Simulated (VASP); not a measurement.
**CuI (relaxed from the CsCl type structure, space group Pm-3m): computed properties**

Calculation: r2SCAN meta-GGA, VASP's PBE PAW potentials (set 64) (plane waves; VASP 6.6.1).

```
Quantity                                                               Value
----------------------------------  ----------------------------------------
space group                                                      Pm-3m (221)
cell                                 a = b = c = 3.658 Å, α = β = γ = 90.00°
volume per atom                                                24.48 Å³/atom
band gap (over mesh and band path)  none (metal, semimetal or under 0.01 eV)
density                                                           6.46 g/cm³
```

```cif
data_CuI
_chemical_formula_sum 'Cu1 I1'
_space_group_name_H-M_alt 'P 1'
_space_group_IT_number 1
_cell_length_a 3.65816
_cell_length_b 3.65816
_cell_length_c 3.65816
_cell_angle_alpha 90.000
_cell_angle_beta 90.000
_cell_angle_gamma 90.000
loop_
_space_group_symop_operation_xyz
  'x, y, z'
loop_
_atom_site_label
_atom_site_type_symbol
_atom_site_fract_x
_atom_site_fract_y
_atom_site_fract_z
_atom_site_occupancy
Cu1 Cu 0.00000 0.00000 0.00000 1
I1 I 0.50000 0.50000 0.50000 1
```

Unless said otherwise, spin-orbit coupling is left out, though it shifts the bands of the heavy elements here.

The structure was generated: CuI was put into the CsCl type type (Pm-3m), which need not be its known phase. It was relaxed first, which changed the volume by +12 %. Symmetry was kept, so distortions that lower it aren't found.
